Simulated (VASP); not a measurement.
Data:

```xyz
2
Lattice="0.0000 2.9635 2.9635 2.9635 0.0000 2.9635 2.9635 2.9635 0.0000" Properties=species:S:1:pos:R:3 pbc="T T T"
Zn     0.0000     0.0000     0.0000
Se     1.4817     1.4817     1.4817
```

All values below come from RPBE GGA, VASP's PBE PAW potentials (set 64) (plane waves; VASP). Run with 520 eV cut-off, 8×8×8 Γ-centred mesh, Gaussian smearing of 0.050 eV, potentials Zn Se.

Give the stress tensor in GPa (positive for a compressed cell).

```
-2.53   0.00   0.00
 0.00  -2.53   0.00
 0.00   0.00  -2.53
```
The pressure is its mean diagonal, -2.53 GPa.

The compound is ZnSe in the zinc blende structure. This cell is one point of a volume scan, at 1.06 of the reference volume.
